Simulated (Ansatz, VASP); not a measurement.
# Cross-check of SnMo (h-BN type (invented)) between VASP and Ansatz

One calculation is typed for both programs; each brings its own data sets. How far apart do they land? The cell is generated by rule, not measured, and may not be a known phase. The cell is taken from a series of runs on this material, whose earlier steps may have relaxed, scaled, displaced or heated it; both programs get it as it stands.

Program: Ansatz 0.2.0. Level of theory: plane waves, with VASP 6.6.1 beside it; relaxation of cell and atoms at PBEsol. Results are calculated unless marked as measured.

## 1. The starting structure

It takes space group P6_3/mmc (No. 194, hexagonal). The conventional cell has a = 4.644 Å, b = 4.644 Å, c = 5.299 Å, α = 90.00°, β = 90.00°, γ = 120.00°. Mo has 5 Sn at 2.65 to 2.68 Å nearest. Nearest to Sn lie 5 Mo at 2.65 to 2.68 Å. Farther neighbours are not listed.

## 2. Ansatz: relaxation of cell and atoms, PBEsol

Ansatz runs on its default PAW (the set named soft_2) files.

The relaxed volume is the usual yardstick between codes: in a stiff, nearly cubic crystal its relative difference is about their pressure difference at one cell divided by the bulk modulus.

File input.yaml:

```yaml
crystal:
  lattice:
    - [4.6441093871, 0.0, 0.0]
    - [-2.3220546935, 4.0219167072, 0.0]
    - [0.0, 0.0, 5.2990141672]
  atoms:
    - { symbol: Mo, position: [0.3333333333, 0.6666666667, 0.25] }
    - { symbol: Mo, position: [0.6666666667, 0.3333333333, 0.75] }
    - { symbol: Sn, position: [0.6666666667, 0.3333333333, 0.25] }
    - { symbol: Sn, position: [0.3333333333, 0.6666666667, 0.75] }
kpoints:
  mp_grid: { grid: [12, 12, 8] }
hamiltonian:
  xc: pbesol
scf:
  occupations: { method: gaussian, width: 0.1 }
output:
  forces: true
  stress: true
  eigenvalues: true
relax:
  adjacent_minimum: "off"
  f_tol: 0.005
  max_steps: 80
  cell: { stress_tol: 0.05 }
```

Started as:

```sh
ansatz run input.yaml --threads 2 --pin off --max-ram 5120MiB --backend cpu --events-out ev --progress --plain --runs-dir out
```

Numbers of over 12 decimals in the logs are rounded to 6 here.

Output:

```text
Engine: ansatz 0.2.0, aarch64-unknown-linux-gnu
Pseudopotentials: kind: paw
Pseudopotential: Mo, paw, valence charge 14, recommended cutoff 420 eV (normal), Mo.paw.azcp
Pseudopotential: Sn, paw, valence charge 14, recommended cutoff 420 eV (normal), Sn.paw.azcp
Functional definition: PBEsol
  exchange = pbesol_x
  correlation = pbesol_c
Crystal: 4 atoms, lattice volume = 98.976 Å³
Basis set: ecut = 420 eV, 1907 PW (Γ), exchange–correlation on 64×64×72 points (8 copies of the dense FFT grid, shifted against one another)
Bands: 34, of which v1, the nominal top of the filled ones, is band 28 counted from 1 (27 counted from 0)
Symmetry: 24 space group operations
Space group: P63/mmc (ITA 194), of the structure as read, at distance tolerance 4.6e-5 Å
k-points: 95 of 1152
Non-local potential: Mo, projectors of the file, l = 0: 3, l = 1: 2, l = 2: 2, l = 3: 1
Non-local potential: Sn, projectors of the file, l = 0: 2, l = 1: 2, l = 2: 2, l = 3: 2
PAW form: soft (Blöchl's): semilocal exchange-correlation on the pseudo side does not see the compensation charge
PAW frozen core: Mo, regenerated for the run's functional, and the local potential with it (the file was generated under x = pbe(κ = 0.804, μ = 0.219515), c = pbe(β = 0.066725))
PAW frozen core: Sn, regenerated for the run's functional, and the local potential with it (the file was generated under x = pbe(κ = 0.804, μ = 0.219515), c = pbe(β = 0.066725))
PAW one-centre angular grid: Mo, 590 points (default); XC on 64 Gauss nodes
PAW one-centre angular grid: Sn, 590 points (default); XC on 64 Gauss nodes
Initial density: superposition of atomic densities (neutral atoms: chi_scale 0, normalization atom), corrected by the library's trained network
Initial wavefunctions: pseudopotential atomic-orbital guess
Functional: x = pbesol(κ = 0.804, μ = 0.123457), c = pbesol(β = 0.046)
SCF iter   1: F=—  HF=-21689.922092 eV  |F-HF|=—  |Δ(HF+E_count)|=         —  Δρ=7.08e-3  dr2=5.11e-2  ethr=1.77e-3  ⟨swp⟩=6.0  Hψ=12833  notcnv=0
preconditioner: auto → LDOS  [metal: Δε(μ)=0.033 eV  Ē_g=13.484 eV  σ=0.100 eV  W_gap=0.18  n_scr=22 (ndim 8)  ℏωp=23.6 eV  f_vac=0.054  D(μ)=3.30/eV (n_scr^D=22)  β→1.0]
SCF iter   2: F=—  HF=-21689.919732 eV  |F-HF|=—  |Δ(HF+E_count)|=   2.36e-3  Δρ=4.32e-3  dr2=2.12e-2  ethr=9.12e-5  ⟨swp⟩=2.0  Hψ=6992  notcnv=0  defer=23
SCF iter   3: F=—  HF=-21689.914770 eV  |F-HF|=—  |Δ(HF+E_count)|=   4.96e-3  Δρ=6.91e-4  dr2=7.20e-4  ethr=3.79e-5  ⟨swp⟩=2.0  Hψ=5538  notcnv=0  defer=23
SCF iter   4: F=—  HF=-21689.914702 eV  |F-HF|=—  |Δ(HF+E_count)|=   6.76e-5  Δρ=1.38e-4  dr2=1.85e-5  ethr=1.29e-6  ⟨swp⟩=2.1  Hψ=4222  notcnv=0  defer=23
SCF iter   5: F=—  HF=-21689.914718 eV  |F-HF|=—  |Δ(HF+E_count)|=   1.62e-5  Δρ=3.44e-5  dr2=9.73e-7  ethr=3.30e-8  ⟨swp⟩=2.0  Hψ=5068  notcnv=0  defer=20
SCF iter   6: F=-21689.914719 eV  HF=-21689.914719 eV  |F-HF|=1.76e-8  |Δ(HF+E_count)|=   4.43e-7  Δρ=8.01e-6  dr2=5.19e-8  ethr=1.79e-10  ⟨swp⟩=7.1  Hψ=14622  notcnv=0
SCF 1 converged in 6 iterations: F = -21689.914719 eV  dr2 = 5.19e-8
  greatest PAW one-centre occupation: 0.999 electrons in one spin orbital (limit 2), on the Mo atom at site 1 (counted from 0), in its partial waves of l = 0
relax step   1: F+E_penalty+E_count = -21689.91471874 eV  Δ(F+E_penalty+E_count) = +0.000e0 eV  max|allowed force component| = 4.048e-17 eV/Å  Δτ_max = 0.0000 Å  P = +0.365 GPa  Ω = 98.976 Å³  (6 SCF iters, dr2 threshold 1.00e-7 eV, accepted)
[...]
relax step   2: F+E_penalty+E_count = -21689.91438779 eV  Δ(F+E_penalty+E_count) = +3.310e-4 eV  max|allowed force component| = 4.973e-17 eV/Å  Δτ_max = 0.0000 Å  P = -0.442 GPa  Ω = 99.605 Å³  energy of the carried Pulay correction = -1.869e-4 eV  (5 SCF iters, dr2 threshold 4.00e-7 eV, rejected (line search))
[...]
relax step   3: F+E_penalty+E_count = -21689.91601515 eV  Δ(F+E_penalty+E_count) = -1.296e-3 eV  max|allowed force component| = 4.279e-17 eV/Å  Δτ_max = 0.0000 Å  P = -0.003 GPa  Ω = 99.245 Å³  energy of the carried Pulay correction = -8.232e-5 eV  (7 SCF iters, accepted)
[...]
relax step   4: F+E_penalty+E_count = -21689.91609754 eV  Δ(F+E_penalty+E_count) = -8.239e-5 eV  max|allowed force component| = 5.551e-17 eV/Å  Δτ_max = 0.0000 Å  P = -0.004 GPa  Ω = 99.245 Å³  stress off target by 2.82e-2 GPa  SCF on the basis re-selected at this cell (its energy is not comparable with the rows above)  (4 SCF iters)
basis re-selected at this cell: Δ(F+E_penalty+E_count) = -8.239e-5 eV, ΔP = -0.001 GPa vs the last step (what re-selecting the basis moved, of the pressure what is left beyond the Pulay correction that the steps carried, after the strain that the cell walked since its last selection, with what the two solves' SCF thresholds leave and, on support functions, any second-order correction that the steps lacked; it is no m [...]
SCF converged after 4 iterations
Free energy (F): -21689.916098 eV
Harris-Foulkes:  -21689.916098 eV  (|F-HF|=0.00e0)
Internal energy: -21689.900178 eV  (E = F + TS)
E sigma→0 (E₀):  -21689.908138 eV
Entropy (-TS):   -0.015920 eV (-3.980 meV/atom)
Fermi energy:    11.458520 eV
--- Per-component energies (eV) ---
  E_band       = -496.765320
  E_kinetic    = 1260.349400
  E_local      = -4579.914220  (includes V_loc(G=0)·N_el)
  E_nonlocal   = 235.794454
  E_hartree    = 2120.962456
  E_xc         = -1119.590223
  E_vxc        = -646.310190  (∫ρ·V_xc dr)
  E_paw        = -14423.949087  (= ΣΔE_a)
  E_vpaw       = -1008.609877  (= ΣTr[D̂ρ^β])
  E_aug_tail   = 0.000098  (compensation charges beyond the density's cutoff)
  E_ewald      = -5184.541334
  E_core_change = 0.988278  (= ΣΔE_core)
  E_smearing   = -0.015920  (= −TS)
  E_closure    = 0.000000  (closes the sum)
  Σ components = -21689.916098   (vs F -21689.916098, Δ=0.00e0)
--- Forces (eV/Å), atoms counted from 1 ---
  atom   1  Mo    -0.00000000    -0.00000000    -0.00000000
  atom   2  Mo     0.00000000     0.00000000     0.00000000
  atom   3  Sn    -0.00000000     0.00000000    -0.00000000
  atom   4  Sn     0.00000000    -0.00000000     0.00000000
  max |Σ_I F_I| component: 9.25e-18 eV/Å
--- Stress (GPa, compression-positive) ---
        0.007939       0.000000      -0.000000
       -0.000000       0.007939       0.000000
       -0.000000       0.000000      -0.028164
  P = ⅓ Tr σ = -0.0041 GPa (-0.041 kbar)
--- Band table (eV; the first three rows and the last of 95) ---
  k-point 0: bands = [... 24 lower, 9.2513, 10.3301, 10.3301, 11.1847, 11.7080, 11.7080, 14.1187, 14.7187, ... 2 higher]
  k-point 1: bands = [... 24 lower, 9.1316, 10.5000, 10.5000, 10.8852, 11.7486, 11.7486, 14.6272, 14.7728, ... 2 higher]
  k-point 2: bands = [... 24 lower, 8.9188, 10.1417, 10.8570, 10.8570, 11.8021, 11.8021, 14.6071, 15.0613, ... 2 higher]
  k-point 94: bands = [... 24 lower, 9.5269, 9.5269, 10.8383, 10.8383, 11.9713, 11.9713, 12.4628, 12.4628, ... 2 higher]
--- Relaxed structure (3 steps of the walk, 2 accepted, 1 SCFs on fresh bases) ---
  F+E_penalty+E_count = -21689.91609754 eV   max|allowed force component| = 5.551e-17 eV/Å   (the final SCF, on the basis selected at the relaxed cell)
  cell:  # Å, volume = 99.2451 Å³
    - [4.641845, -2.88536454480366e-11, 0]
    - [-2.320922, 4.019956, 0]
    - [0.0, 0, 5.318601]
  atoms:
    - { symbol: Mo, position: [0.333333, 0.666667, 0.25] }
    - { symbol: Mo, position: [0.666667, 0.333333, 0.75] }
    - { symbol: Sn, position: [0.666667, 0.333333, 0.25] }
    - { symbol: Sn, position: [0.333333, 0.666667, 0.75] }
```

The column dr2 measures how far the density is from self-consistency, as an energy; F and HF (Harris–Foulkes) agree once it is small.

## 3. VASP: relaxation of cell and atoms, PBEsol

The same cell, functional, mesh and smearing now go to VASP, with its own data sets.

Lines of VASP's logs that name or quote its potential files are left out, and so is its time.

File INCAR:

```
SYSTEM = SnMo
PREC = Accurate
ENCUT = 500
EDIFF = 1E-07
NELM = 120
ISMEAR = 0
SIGMA = 0.1
LREAL = .FALSE.
ALGO = Normal
GGA = PS
NBANDS = 34
LASPH = .TRUE.
LORBIT = 11
LWAVE = .FALSE.
LCHARG = .FALSE.
ISIF = 3
IBRION = 2
NSW = 80
EDIFFG = -0.005
GGA_COMPAT = .FALSE.
NELMIN = 4
KPAR = 2
```

File POSCAR:

```
SnMo
1.0
    4.6441090000      0.0000000000      0.0000000000
   -2.3220550000      4.0219170000      0.0000000000
    0.0000000000      0.0000000000      5.2990140000
Mo Sn
2 2
Direct
    0.3333334769      0.6666667385      0.2500000000
    0.6666668103      0.3333334051      0.7500000000
    0.6666668103      0.3333334051      0.2500000000
    0.3333334769      0.6666667385      0.7500000000
```

File KPOINTS:

```
Automatic mesh
0
Gamma
12 12 8
0 0 0
```

Potentials, in the order of the species: Mo_sv and Sn_d (PBE family, release 64).

Started as:

```sh
mpirun -np 2 vasp_std
```

Output:

```text
[banner, memory and clock lines left out]
running    2 mpi-ranks, on    1 nodes
 distrk:  each k-point on    1 cores,    2 groups
 distr:  one band on    1 cores,    1 groups

 POSCAR found type information on POSCAR MoSn
 POSCAR found :  2 types and       4 ions
|                                                                             |
|               ----> ADVICE to this user running VASP <----                  |
|                                                                             |
|     You enforced a specific xc type in the INCAR file but a different       |
|     [... a line on the potential file left out ...]
|     I HOPE YOU KNOW WHAT YOU ARE DOING!                                     |
|                                                                             |

 LDA part: xc-table for (Slater+PW92), standard interpolation
 POSCAR, INCAR and KPOINTS ok, starting setup
 FFT: planning ... GRIDC
 FFT: planning ... GRID_SOFT
 FFT: planning ... GRID
 WAVECAR not read
 entering main loop
       N       E                     dE             d eps       ncg     rms          rms(c)
DAV:   1     0.740010742407E+03    0.74001E+03   -0.30132E+04  7084   0.227E+03
DAV:   2     0.540334492741E+02   -0.68598E+03   -0.67465E+03  6648   0.631E+02
DAV:   3    -0.247955316381E+02   -0.78829E+02   -0.76897E+02  7588   0.200E+02
DAV:   4    -0.286849927995E+02   -0.38895E+01   -0.37565E+01  7748   0.441E+01
DAV:   5    -0.288041729199E+02   -0.11918E+00   -0.11870E+00  8328   0.806E+00    0.147E+01
DAV:   6    -0.276668845206E+02    0.11373E+01   -0.80335E+00  7122   0.128E+01    0.332E+00
DAV:   7    -0.275371207117E+02    0.12976E+00   -0.75034E-01  7766   0.636E+00    0.291E+00
DAV:   8    -0.274993578790E+02    0.37763E-01   -0.10463E-01  7666   0.255E+00    0.235E-01
DAV:   9    -0.274987469632E+02    0.61092E-03   -0.97366E-03  8328   0.883E-01    0.118E-01
DAV:  10    -0.274987321092E+02    0.14854E-04   -0.96800E-04  8314   0.256E-01    0.412E-02
DAV:  11    -0.274987482694E+02   -0.16160E-04   -0.43024E-05  8120   0.483E-02    0.125E-02
DAV:  12    -0.274987522317E+02   -0.39623E-05   -0.10585E-05  7790   0.314E-02    0.515E-03
DAV:  13    -0.274987521554E+02    0.76335E-07   -0.10325E-06  6598   0.593E-03    0.166E-03
DAV:  14    -0.274987522606E+02   -0.10529E-06   -0.16400E-07  4602   0.319E-03    0.323E-04
DAV:  15    -0.274987521995E+02    0.61172E-07   -0.27417E-08  3510   0.153E-03
   1 F= -.27498752E+02 E0= -.27490802E+02  d E =-.274988E+02
[...]
2 F= -.27496378E+02 E0= -.27488338E+02  d E =0.237396E-02
[...]
3 F= -.27500468E+02 E0= -.27492483E+02  d E =-.171628E-02
[...]
4 F= -.27500468E+02 E0= -.27492483E+02  d E =-.171570E-02
 curvature:  -0.19 expect dE=-0.455E-05 dE for cont linesearch -0.687E-06
 ZBRENT: accuracy reached
 trial: gam=-0.01728 g(F)=  0.572E-41 g(S)=  0.234E-04 ort = 0.177E-03 (trialstep = 0.877E+00)
 search vector abs. value=  0.199E-04
 bond charge predicted
       N       E                     dE             d eps       ncg     rms          rms(c)
DAV:   1    -0.275008197606E+02   -0.35186E-03   -0.77708E-03  7846   0.854E-01    0.127E-01
DAV:   2    -0.275005124592E+02    0.30730E-03   -0.13201E-03  6648   0.257E-01    0.387E-02
DAV:   3    -0.275004796199E+02    0.32839E-04   -0.86537E-05  8138   0.876E-02    0.185E-02
DAV:   4    -0.275004724874E+02    0.71326E-05   -0.31456E-05  7940   0.519E-02    0.456E-03
DAV:   5    -0.275004732873E+02   -0.79998E-06   -0.38542E-06  7552   0.154E-02    0.294E-03
DAV:   6    -0.275004737042E+02   -0.41683E-06   -0.38111E-07  5370   0.383E-03    0.733E-04
DAV:   7    -0.275004739004E+02   -0.19624E-06   -0.35241E-08  3338   0.173E-03    0.211E-04
DAV:   8    -0.275004739047E+02   -0.42683E-08   -0.12364E-08  3286   0.106E-03
   5 F= -.27500474E+02 E0= -.27492489E+02  d E =-.600816E-05
 trial-energy change:   -0.000006  1 .order   -0.000004   -0.000018    0.000010
 step:   0.6410(harm=  0.5677)  dis= 0.00000  next Energy=   -27.500475 (dE=-0.727E-05)
 reached required accuracy - stopping structural energy minimisation
```

Parts of OUTCAR (step 3):

```text
ion  position               nearest neighbor table
   1  0.333  0.667  0.250-   4 2.65   4 2.65   3 2.68   3 2.68   3 2.68
   2  0.667  0.333  0.750-   3 2.65   3 2.65   4 2.68   4 2.68   4 2.68
   3  0.667  0.333  0.250-   2 2.65   2 2.65   1 2.68   1 2.68   1 2.68
   4  0.333  0.667  0.750-   1 2.65   1 2.65   2 2.68   2 2.68   2 2.68

  LATTYP: Found a hexagonal cell.
 ALAT       =     4.6441090000
 C/A-ratio  =     1.1410184386

 Subroutine GETGRP returns: Found 24 space group operations
 (whereof 12 operations were pure point group operations)

The static configuration has the point symmetry D_3d.
 The point group associated with its full space group is D_6h.

 Found     95 irreducible k-points:

   k-points           NKPTS =     95   k-points in BZ     NKDIM =     95   number of bands    NBANDS=     34

   dimension x,y,z NGX =    36 NGY =   36 NGZ =   40
   dimension x,y,z NGXF=    72 NGYF=   72 NGZF=   80

   ENCUT  =  500.0 eV  36.75 Ry    6.06 a.u.   8.47  8.47  9.66*2*pi/ulx,y,z

   NELECT =      56.0000    total number of electrons

 k-points in reciprocal lattice and weights: Automatic mesh
   0.00000000  0.00000000  0.00000000       0.001
   0.08333333  0.00000000  0.00000000       0.005
   0.16666667  0.00000000  0.00000000       0.005
   0.25000000  0.00000000  0.00000000       0.005
   0.33333333  0.00000000  0.00000000       0.005
   0.41666667  0.00000000  0.00000000       0.005
   0.50000000  0.00000000  0.00000000       0.003
   0.08333333  0.08333333  0.00000000       0.005
   0.16666667  0.08333333  0.00000000       0.010
[...]
0.33333333  0.25000000  0.50000000       0.010
   0.33333333  0.33333333  0.50000000       0.002

 average (electrostatic) potential at core
       1 -73.9935       2 -73.9936       3 -98.8184       4 -98.8184

 E-fermi :   7.2598

 k-point     1 :       0.0000    0.0000    0.0000
  band No.  band energies     occupation
    ...
     24       5.0528      2.00000
     25       5.0528      2.00000
     26       6.1330      2.00000
     27       6.1330      2.00000
     28       6.9872      1.99988
     29       7.5100      0.00040
     30       7.5100      0.00040
     31       9.9150      0.00000
     32      10.5185      0.00000
     33      10.5185      0.00000
    ...

 k-point     2 :       0.0833    0.0000    0.0000
  band No.  band energies     occupation
    ...
     24       5.0100      2.00000
     25       5.1321      2.00000
     26       6.0818      2.00000
     27       6.1049      2.00000
     28       7.0345      1.99855
     29       7.5423      0.00006
     30       7.5943      0.00000
     31       9.7691      0.00000
     32      10.2488      0.00000
     33      10.2824      0.00000
    ...

 k-point     3 :       0.1667    0.0000    0.0000
  band No.  band energies     occupation
    ...
     24       4.9728      2.00000
     25       5.3422      2.00000
     26       5.9474      2.00000
     27       6.0341      2.00000
     28       7.1300      1.93355
     29       7.6244      0.00000
     30       7.8243      0.00000
     31       9.1686      0.00000
     32       9.7303      0.00000
     33      10.0547      0.00000
    ...

  Total        0.0168075      0.0168076      0.0137946     -0.0000000     -0.0000000     -0.0000000
  in kB        0.2711106      0.2711107      0.2225102     -0.0000000     -0.0000000     -0.0000000
  external PRESSURE =       0.2549105 kB  Pullay stress =       0.0000000 kB

  energy-cutoff  :      500.00
  volume of cell :       99.33
      direct lattice vectors                 reciprocal lattice vectors
     4.643058199  0.000000000 -0.000000000     0.215375289  0.124346988  0.000000000
    -2.321529599  4.021006979  0.000000000    -0.000000000  0.248693923 -0.000000000
    -0.000000000  0.000000000  5.320217216     0.000000000 -0.000000000  0.187962250

 POSITION                                       TOTAL-FORCE (eV/Angst)
 -----------------------------------------------------------------------------------
      0.00000      2.68067      1.33005         0.000000      0.000000      0.000000
      2.32153      1.34034      3.99016        -0.000000     -0.000000      0.000000
      2.32153      1.34034      1.33005         0.000000      0.000000      0.000000
      0.00000      2.68067      3.99016        -0.000000     -0.000000      0.000000
 -----------------------------------------------------------------------------------
    total drift:                               -0.001340     -0.000773     -0.000018

  FREE ENERGIE OF THE ION-ELECTRON SYSTEM (eV)
  ---------------------------------------------------
  free  energy   TOTEN  =       -27.5004739047 eV

  energy  without entropy=      -27.4845048180  energy(sigma->0) =      -27.49248936

 reached required accuracy - stopping structural energy minimisation

 total charge
# of ion       s       p       d       tot
------------------------------------------
    1        2.247   6.082   4.073  12.403
    2        2.247   6.082   4.073  12.403
    3        1.163   1.387  10.052  12.601
    4        1.163   1.387  10.052  12.601
--------------------------------------------------
tot          6.820  14.938  28.250  50.009

[... 3 further parts left out ...]
```

The run keeps the 24 symmetry operations of its start, so it cannot find a distortion of lower symmetry.

## 4. Side by side

Known differences besides the potentials themselves: the cutoff is 420 eV in Ansatz and 500 eV in VASP; Ansatz makes its cores anew for this functional, VASP keeps those of its PBE data sets; Ansatz adds a Pulay correction to the stress that steers its cell, VASP none. Total energies have different zeros and are not compared.

Both answers:

```
                                         quantity  Ansatz   VASP  difference
                                      volume (Å³)   99.25  99.33     -0.08 %
edge a after relaxation, in the typed setting (Å)   4.642  4.643     -0.03 %
edge c after relaxation, in the typed setting (Å)   5.319  5.320     -0.03 %
```

## 5. What came out

```yaml
difference_in_volume_relaxation_of_cell_and_atoms_pbesol: -0.083 %
```

In words: The difference in volume is -0.083 % (relaxation of cell and atoms, PBEsol), within the 1.2 % picked in this series as the mark of a large difference, as far as the stopping tolerances let one tell. 1 further run of this series is not shown here. Such differences can come from data sets, numerical settings and the points named under the comparisons, not from the functional's error against experiment.

[Lines on the potential files, build, host, timing and source positions are cut from VASP's logs without a mark.]

[Logs are printed without paths, hosts, clocks, repeated set-up lines and the standing remarks that a program may print on its own settings, such as how far it seeks lower states.]

[Hosts, paths, dates, database ids (printed as entryN), source tags and the programs' standing remarks are cut or masked in the printed files.]
